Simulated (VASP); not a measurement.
# Cs4BePb3Br12 (a cell with a defect) in VASP: further runs, part 2 of 4

VASP 6.6.1. The steps go on from the part before.

### 3 Electric field gradients, PBE

The input, INCAR:

```
SYSTEM = Cs4BePb3Br12
PREC = Accurate
ENCUT = 520
EDIFF = 1E-8
ISMEAR = -1
SIGMA = 0.01
LREAL = Auto
LASPH = .TRUE.
NELM = 100
ALGO = Fast
ISIF = 2
LWAVE = .FALSE.
LCHARG = .FALSE.
GGA = PE
LEFG = .TRUE.
NBANDS = 98
```

The input, KPOINTS:

```
regular mesh
0
G
  3 3 3
  0 0 0
```

The input, POSCAR:

```
Cs4BePb3Br12
1.0
   -5.8700000000      5.8700000000      5.8700000000
    5.8700000000     -5.8700000000      5.8700000000
    5.8700000000      5.8700000000     -5.8700000000
Cs Be Pb Br
4 1 3 12
Direct
    0.0000000000      0.0000000000      0.0000000000
    0.5000000000      0.5000000000      0.0000000000
    0.5000000000      0.0000000000      0.5000000000
    0.0000000000      0.5000000000      0.5000000000
    0.5000000000      0.5000000000      0.5000000000
    0.0000000000      0.0000000000      0.5000000000
    0.0000000000      0.5000000000      0.0000000000
    0.5000000000      0.0000000000      0.0000000000
    0.5000000000      0.2500000000      0.2500000000
    0.0000000000      0.7500000000      0.2500000000
    0.0000000000      0.2500000000      0.7500000000
    0.5000000000      0.7500000000      0.7500000000
    0.2500000000      0.5000000000      0.2500000000
    0.7500000000      0.0000000000      0.2500000000
    0.7500000000      0.5000000000      0.7500000000
    0.2500000000      0.0000000000      0.7500000000
    0.2500000000      0.2500000000      0.5000000000
    0.7500000000      0.7500000000      0.5000000000
    0.7500000000      0.2500000000      0.0000000000
    0.2500000000      0.7500000000      0.0000000000
```

Potentials or basis: VASP PAW PBE potentials, release 64 (Cs_sv, Be, Pb_d, Br).

Launch:

```sh
$ cat potpaw_PBE.64/Cs_sv/POTCAR potpaw_PBE.64/Be/POTCAR potpaw_PBE.64/Pb_d/POTCAR potpaw_PBE.64/Br/POTCAR > POTCAR
$ mpirun -np 1 vasp_std > vasp.out
```

OUTCAR:

```text
SYSTEM = Cs4BePb3Br12
   PREC = Accurate
   ENCUT = 520
   EDIFF = 1E-8
   ISMEAR = -1
   LREAL = Auto
   LASPH = .TRUE.
   NELM = 100
   ISIF = 2
   GGA = PE

 ion  position               nearest neighbor table
   1  0.000  0.000  0.000-
   2  0.500  0.500  0.000-
   3  0.500  0.000  0.500-
   4  0.000  0.500  0.500-
   5  0.500  0.500  0.500-
   6  0.000  0.000  0.500-  10 2.94  11 2.94  14 2.94  16 2.94  17 2.94  18 2.94
   7  0.000  0.500  0.000-  10 2.94  11 2.94  13 2.94  15 2.94  19 2.94  20 2.94
   8  0.500  0.000  0.000-   9 2.94  12 2.94  14 2.94  16 2.94  19 2.94  20 2.94
   9  0.500  0.250  0.250-   8 2.94
  10  0.000  0.750  0.250-   6 2.94   7 2.94
  11  0.000  0.250  0.750-   6 2.94   7 2.94
  12  0.500  0.750  0.750-   8 2.94
  13  0.250  0.500  0.250-   7 2.94
  14  0.750  0.000  0.250-   6 2.94   8 2.94
  15  0.750  0.500  0.750-   7 2.94
  16  0.250  0.000  0.750-   6 2.94   8 2.94
  17  0.250  0.250  0.500-   6 2.94
  18  0.750  0.750  0.500-   6 2.94
  19  0.750  0.250  0.000-   7 2.94   8 2.94
  20  0.250  0.750  0.000-   7 2.94   8 2.94

  LATTYP: Found a body centered cubic cell.
 ALAT       =    11.7400000000

  Lattice vectors:

 A1 = (  -5.8700000000,   5.8700000000,   5.8700000000)
 A2 = (   5.8700000000,  -5.8700000000,   5.8700000000)
 A3 = (   5.8700000000,   5.8700000000,  -5.8700000000)

Analysis of symmetry for initial positions (statically):
=====================================================================
 Subroutine PRICEL returns:
 Original cell was already a primitive cell.

 Routine SETGRP: Setting up the symmetry group for a
 body centered cubic supercell.

 Subroutine GETGRP returns: Found 48 space group operations
 (whereof 12 operations were pure point group operations)
 out of a pool of 48 trial point group operations.

The static configuration has the point symmetry D_3d.
 The point group associated with its full space group is O_h .

Analysis of symmetry for dynamics (positions and initial velocities):
=====================================================================
 Subroutine PRICEL returns:
 Original cell was already a primitive cell.

 Routine SETGRP: Setting up the symmetry group for a
 body centered cubic supercell.

 Subroutine GETGRP returns: Found 48 space group operations
 (whereof 12 operations were pure point group operations)
 out of a pool of 48 trial point group operations.

The dynamic configuration has the point symmetry D_3d.
 The point group associated with its full space group is O_h .

 Subroutine INISYM returns: Found 48 space group operations
 (whereof 12 operations are pure point group operations),
 and found     1 'primitive' translations

----------------------------------------------------------------------------------------

                                     Primitive cell

  volume of cell :     809.0480

  direct lattice vectors                    reciprocal lattice vectors
[... 135 lines left out ...]
  energy-cutoff  :      520.00
  volume of cell :      809.05
 maximum number of plane-waves:     21827
 NGX is ok and might be reduce to    80

 number of electron     164.0000045 magnetization

 Free energy of the ion-electron system (eV)
  ---------------------------------------------------
  ext. energy  EPLUGINS =         0.00000000
  ---------------------------------------------------
  free energy    TOTEN  =       -60.85735120 eV

  energy without entropy =      -60.85735120  energy(sigma->0) =      -60.85735120

 E-fermi :   0.5397     XC(G=0):  -7.5201

 val. band max:        0.2957242757   @ k =   0.0000   0.0000   0.0000
 cond. band min:       1.3836540827   @ k =   0.3333   0.3333   0.0000
 fundamental gap:      1.0879298070
 Fermi energy:         0.5396932653

 k-point     1 :       0.0000    0.0000    0.0000
  band No.  band energies     occupation
      1     -20.4170      2.00000
      2     -20.4151      2.00000
      3     -20.4151      2.00000
      4     -20.4151      2.00000
      5     -15.9671      2.00000
      6     -15.9671      2.00000
[... 377 lines left out ...]
     93       5.7204      0.00000
     94       5.7520      0.00000
 [bands above 94 left out]

------------------------ aborting loop because EDIFF is reached ----------------------------------------

  FORCE on cell =-STRESS in cart. coord.  units (eV):
  Direction    XX          YY          ZZ          XY          YZ          ZX
  --------------------------------------------------------------------------------------
  -------------------------------------------------------------------------------------
  Total       -1.5283057     -1.5283057     -1.5283057      0.0000000      0.0000000      0.0000000
  in kB       -3.0265408     -3.0265408     -3.0265408      0.0000000      0.0000000      0.0000000
  external PRESSURE =      -3.0265408 kB  Pullay stress =       0.0000000 kB

 VOLUME and BASIS-vectors are now :
 -----------------------------------------------------------------------------
  energy-cutoff  :      520.00
  volume of cell :      809.05
      direct lattice vectors                 reciprocal lattice vectors
    -5.870000000  5.870000000  5.870000000     0.000000000  0.085178876  0.085178876
     5.870000000 -5.870000000  5.870000000     0.085178876  0.000000000  0.085178876
     5.870000000  5.870000000 -5.870000000     0.085178876  0.085178876  0.000000000

 POSITION                                       TOTAL-FORCE (eV/Angst)
 -----------------------------------------------------------------------------------
      0.00000      0.00000      0.00000         0.000000     -0.000000      0.000000
      0.00000      0.00000      5.87000         0.000000     -0.000000      0.000000
      0.00000      5.87000      0.00000         0.000000     -0.000000      0.000000
      5.87000      0.00000      0.00000         0.000000     -0.000000      0.000000
      2.93500      2.93500      2.93500         0.000000     -0.000000      0.000000
      2.93500      2.93500     -2.93500         0.000000     -0.000000      0.000000
[... 12 lines left out ...]
     -2.93500      2.93500      5.87000         0.000000     -0.000000     -0.000000
      2.93500     -2.93500      5.87000         0.000000     -0.000000     -0.000000
 -----------------------------------------------------------------------------------
    total drift:                                0.000000      0.000000     -0.000000

  FREE ENERGIE OF THE ION-ELECTRON SYSTEM (eV)
  ---------------------------------------------------
  free  energy   TOTEN  =       -60.8573512000 eV

  energy  without entropy=      -60.8573512000  energy(sigma->0) =      -60.85735120

 Electric field gradients (V/A^2)
---------------------------------------------------------------------
 ion       V_xx      V_yy      V_zz      V_xy      V_xz      V_yz
---------------------------------------------------------------------
   1      -0.000     0.000     0.000    -3.160    -3.160    -3.160
   2       0.000     0.000    -0.000    -3.160     3.159     3.159
   3       0.000    -0.000     0.000     3.159    -3.160     3.159
   4      -0.000     0.000     0.000     3.159     3.159    -3.160
   5      -0.000    -0.000    -0.000     0.000     0.000     0.000
   6     -19.090   -19.090    38.181    -0.000    -0.000    -0.000
[... 12 lines left out ...]
  19     -99.725   -99.725   199.450     0.000     0.000     0.000
  20     -99.725   -99.725   199.450     0.000     0.000     0.000
---------------------------------------------------------------------

 Electric field gradients after diagonalization (V/A^2)
 (convention: |V_zz| > |V_xx| > |V_yy|)
----------------------------------------------------------------------
 ion       V_xx      V_yy      V_zz     asymmetry (V_yy - V_xx)/ V_zz
----------------------------------------------------------------------
   1       3.160     3.160    -6.320       0.000
   2       3.160     3.159    -6.319       0.000
   3       3.160     3.159    -6.319       0.000
   4       3.160     3.159    -6.319       0.000
   5      -0.000    -0.000     0.000       0.000
   6     -19.091   -19.090    38.181       0.000
[... 12 lines left out ...]
  19     -99.725   -99.725   199.450       0.000
  20     -99.725   -99.725   199.450       0.000
----------------------------------------------------------------------

           NMR quadrupolar parameters

 Cq : quadrupolar parameter    Cq=e*Q*V_zz/h
 eta: asymmetry parameters     (V_yy - V_xx)/ V_zz
 Q  : nuclear electric quadrupole moment in mb (millibarn)
----------------------------------------------------------------------
 ion       Cq(MHz)       eta       Q (mb)
----------------------------------------------------------------------
   1      -0.015       0.000       1.000
   2      -0.015       0.000       1.000
   3      -0.015       0.000       1.000
   4      -0.015       0.000       1.000
   5       0.000       0.000       1.000
   6       0.092       0.000       1.000
[... 12 lines left out ...]
  19       0.482       0.000       1.000
  20       0.482       0.000       1.000
----------------------------------------------------------------------
```

It took 8 min on 1 thread of Intel Xeon 6975P-C (Granite Rapids), shared host; peak memory 1.1 GiB.

Results:

* Free energy: -60.8574 eV
* Pressure: -0.3 GPa
* Largest force: 1.207 eV/Å
* Band gap on the k mesh: 1.09 eV, indirect (least direct gap 1.74 eV)

Forces in eV/Å, atoms in the order of the input:
```
Cs   0.000  0.000  0.000
Cs   0.000  0.000  0.000
Cs   0.000  0.000  0.000
Cs   0.000  0.000  0.000
Be   0.000  0.000  0.000
Pb   0.000  0.000  0.000
Pb   0.000  0.000  0.000
Pb   0.000  0.000  0.000
Br   1.207  0.000  0.000
Br   0.000  0.000  0.000
Br   0.000  0.000  0.000
Br  -1.207  0.000  0.000
Br   0.000  1.207  0.000
Br   0.000  0.000  0.000
Br   0.000 -1.207  0.000
Br   0.000  0.000  0.000
Br   0.000  0.000  1.207
Br   0.000  0.000 -1.207
Br   0.000  0.000  0.000
Br   0.000  0.000  0.000
```

Levels at points of the mesh, in eV from the valence-band top:
```tsv
k point	band 79	band 80	band 81	band 82	band 83	band 84	band 85	band 86
(0.00, 0.00, 0.00)	-0.94	-0.94	0.00	0.00	2.11	2.77	2.77	2.77
```

Electric field gradients, principal values (V/Å²):
```csv
atom,Vxx,Vyy,Vzz
1 Cs,3.160,3.160,-6.320
2 Cs,3.159,3.160,-6.319
3 Cs,3.159,3.160,-6.319
4 Cs,3.159,3.160,-6.319
5 Be,0.000,0.000,0.000
6 Pb,-19.090,-19.091,38.181
7 Pb,-19.090,-19.091,38.181
8 Pb,-19.090,-19.091,38.181
9 Br,-149.346,-149.346,298.691
10 Br,-99.725,-99.725,199.450
11 Br,-99.725,-99.725,199.450
12 Br,-149.346,-149.346,298.691
13 Br,-149.346,-149.346,298.691
14 Br,-99.725,-99.725,199.450
15 Br,-149.346,-149.346,298.691
16 Br,-99.725,-99.725,199.450
17 Br,-149.346,-149.346,298.691
18 Br,-149.346,-149.346,298.691
19 Br,-99.725,-99.725,199.450
20 Br,-99.725,-99.725,199.450
```

Caveat: spin-orbit coupling is left out, which as a rule narrows the gap of such compounds by several tenths of an eV. A hybrid or GW would open this gap; PBE tends to underestimate it.

### 4 Electric field gradients, PBE

This run's cell holds other atoms than the first one's.

The input, INCAR:

```
  PREC = Accurate
  ENCUT = 520
  EDIFF = 1E-8
  ISMEAR = -1
  SIGMA = 0.01
  LREAL = Auto
  LASPH = T
  NELM = 100
  ALGO = Fast
  ISIF = 2
  LWAVE = F
  LCHARG = F
  GGA = PE
  LEFG = T
  NELECT = 168.0
  NBANDS = 100
```

The input, KPOINTS:

```
regular mesh
0
Gamma
  2 2 2
```

Changes to POSCAR since step 3:

```diff
@@ -1,2 +1,2 @@
-Cs4BePb3Br12
+Cs3BePb4Br12
 1.0
@@ -5,4 +5,4 @@
     5.8700000000      5.8700000000     -5.8700000000
-Cs Be Pb Br
-4 1 3 12
+Be Cs Pb Br
+1 3 4 12
 Direct
```

Potentials or basis: VASP PAW PBE potentials, release 64 (Be, Cs_sv, Pb_d, Br).

Launch:

```sh
$ cat potpaw_PBE.64/Be/POTCAR potpaw_PBE.64/Cs_sv/POTCAR potpaw_PBE.64/Pb_d/POTCAR potpaw_PBE.64/Br/POTCAR > POTCAR
$ mpirun -np 1 vasp_std > vasp.out
```

OUTCAR:

```text
PREC = Accurate
   ENCUT = 520
   EDIFF = 1E-8
   ISMEAR = -1
   LREAL = Auto
   LASPH = T
   NELM = 100
   ISIF = 2
   GGA = PE
   NELECT = 168.0

 ion  position               nearest neighbor table
   1  0.000  0.000  0.000-
   2  0.500  0.500  0.000-
   3  0.500  0.000  0.500-
   4  0.000  0.500  0.500-
   5  0.500  0.500  0.500-   9 2.94  12 2.94  13 2.94  15 2.94  17 2.94  18 2.94
   6  0.000  0.000  0.500-  10 2.94  11 2.94  14 2.94  16 2.94  17 2.94  18 2.94
   7  0.000  0.500  0.000-  10 2.94  11 2.94  13 2.94  15 2.94  19 2.94  20 2.94
   8  0.500  0.000  0.000-   9 2.94  12 2.94  14 2.94  16 2.94  19 2.94  20 2.94
   9  0.500  0.250  0.250-   5 2.94   8 2.94
  10  0.000  0.750  0.250-   6 2.94   7 2.94
  11  0.000  0.250  0.750-   6 2.94   7 2.94
  12  0.500  0.750  0.750-   5 2.94   8 2.94
[... 587 lines left out ...]
---------------------------------------------------------------------

 Electric field gradients after diagonalization (V/A^2)
 (convention: |V_zz| > |V_xx| > |V_yy|)
----------------------------------------------------------------------
 ion       V_xx      V_yy      V_zz     asymmetry (V_yy - V_xx)/ V_zz
----------------------------------------------------------------------
   1       0.000     0.000    -0.000       0.000
   2       1.469     1.468    -2.937       0.000
   3       1.469     1.468    -2.937       0.000
   4       1.469     1.468    -2.937       0.000
   5      -1.331    -1.331     2.662       0.000
   6      -1.332    -1.331     2.663       0.000
[... 12 lines left out ...]
  19    -155.464  -130.387   285.851       0.088
  20    -155.464  -130.387   285.851       0.088
----------------------------------------------------------------------

           NMR quadrupolar parameters

 Cq : quadrupolar parameter    Cq=e*Q*V_zz/h
 eta: asymmetry parameters     (V_yy - V_xx)/ V_zz
 Q  : nuclear electric quadrupole moment in mb (millibarn)
----------------------------------------------------------------------
 ion       Cq(MHz)       eta       Q (mb)
----------------------------------------------------------------------
   1      -0.000       0.000       1.000
   2      -0.007       0.000       1.000
   3      -0.007       0.000       1.000
   4      -0.007       0.000       1.000
   5       0.006       0.000       1.000
   6       0.006       0.000       1.000
[... 12 lines left out ...]
  19       0.691       0.088       1.000
  20       0.691       0.088       1.000
----------------------------------------------------------------------
```

OSZICAR:

```text
N       E                     dE             d eps       ncg     rms          rms(c)
DAV:   1     0.160286504613E+04    0.16029E+04   -0.70435E+04   600   0.148E+03
DAV:   2     0.194118748417E+03   -0.14087E+04   -0.13506E+04   724   0.341E+02
DAV:   3    -0.518874460663E+02   -0.24601E+03   -0.24403E+03   824   0.171E+02
[... 16 lines left out ...]
RMM:  20    -0.590620655499E+02    0.19220E-05   -0.96619E-07   820   0.258E-03    0.789E-03
RMM:  21    -0.590620646986E+02    0.85125E-06   -0.21027E-07   729   0.126E-03    0.329E-03
RMM:  22    -0.590620649524E+02   -0.25375E-06   -0.89629E-08   639   0.832E-04    0.563E-03
RMM:  23    -0.590620644508E+02    0.50153E-06   -0.64637E-08   571   0.724E-04    0.860E-04
RMM:  24    -0.590620644419E+02    0.89040E-08   -0.13230E-08   437   0.461E-04
   1 F= -.59062064E+02 E0= -.59054069E+02  d E =-.159919E-01
```

stdout:

```text
POSCAR found type information on POSCAR BeCsPbBr
 POSCAR found :  4 types and      20 ions
 scaLAPACK will be used
 LDA part: xc-table for (Slater+PW92), standard interpolation
 POSCAR, INCAR and KPOINTS ok, starting setup
 FFT: planning ... GRIDC
 FFT: planning ... GRID_SOFT
 FFT: planning ... GRID
 WAVECAR not read
 entering main loop
 the old and the new charge density differ
 old charge density:   169.00000 new  168.00000
    0.943E+00
ion   1

ion   2

ion   3

ion   4

ion   5

ion   6

ion   7

ion   8

ion   9

ion  10

ion  11

ion  12

ion  13

ion  14

ion  15

ion  16

ion  17

ion  18

ion  19

ion  20
```

It took 22 min on 1 thread of Intel Xeon Platinum 8375C at 2.90GHz (Ice Lake), shared host; peak memory 1.1 GiB.

Results:

| Quantity | Value |
| --- | --- |
| Free energy | -59.0621 eV |
| Largest force | 0.023 eV/Å |
| Band gap on the k mesh | none (metal or under the smearing width) |

Forces on the atoms (eV/Å):
```
Be   0.000  0.000  0.000
Cs   0.000  0.000  0.000
Cs   0.000  0.000  0.000
Cs   0.000  0.000  0.000
Pb   0.000  0.000  0.000
Pb   0.000  0.000  0.000
Pb   0.000  0.000  0.000
Pb   0.000  0.000  0.000
Br   0.000 -0.016 -0.016
Br   0.000 -0.016  0.016
Br   0.000  0.016 -0.016
Br   0.000  0.016  0.016
Br  -0.016  0.000 -0.016
Br  -0.016  0.000  0.016
Br   0.016  0.000  0.016
Br   0.016  0.000 -0.016
Br  -0.016 -0.016  0.000
Br   0.016  0.016  0.000
Br  -0.016  0.016  0.000
Br   0.016 -0.016  0.000
```

Levels at points of the mesh, in eV from the Fermi level:
| k point | band 81 | band 82 | band 83 | band 84 | band 85 | band 86 | band 87 | band 88 |
| --- | --- | --- | --- | --- | --- | --- | --- | --- |
| (0.00, 0.00, 0.00) | -0.45 | -0.11 | 0.41 | 0.41 | 0.41 | 3.20 | 3.20 | 3.20 |
| (0.50, 0.00, 0.00) | -0.62 | -0.61 | -0.03 | -0.03 | 0.00 | 3.20 | 3.21 | 3.41 |
| (0.50, 0.50, 0.50) | -0.33 | -0.33 | -0.33 | -0.03 | 1.11 | 2.69 | 2.69 | 2.69 |

Electric field gradients, principal values (V/Å²):
```tsv
atom	Vxx	Vyy	Vzz
1 Be	0.000	0.000	0.000
2 Cs	1.468	1.469	-2.937
3 Cs	1.468	1.469	-2.937
4 Cs	1.468	1.469	-2.937
5 Pb	-1.331	-1.331	2.662
6 Pb	-1.331	-1.332	2.663
7 Pb	-1.331	-1.332	2.663
8 Pb	-1.331	-1.332	2.663
9 Br	-130.387	-155.464	285.851
10 Br	-130.387	-155.464	285.851
11 Br	-130.387	-155.464	285.851
12 Br	-130.387	-155.464	285.851
13 Br	-130.387	-155.464	285.851
14 Br	-130.387	-155.464	285.851
15 Br	-130.387	-155.464	285.851
16 Br	-130.387	-155.464	285.851
17 Br	-130.387	-155.464	285.851
18 Br	-130.387	-155.464	285.851
19 Br	-130.387	-155.464	285.851
20 Br	-130.387	-155.464	285.851
```

Caveat: the k mesh is coarse (spacing up to 0.38 Å⁻¹), so the values aren't converged; the cell carries a net charge on a neutralising background, which shifts energy and pressure; the cell is charged against a uniform background, so pressure and absolute levels hang on convention.

[end of part 2 of 4]
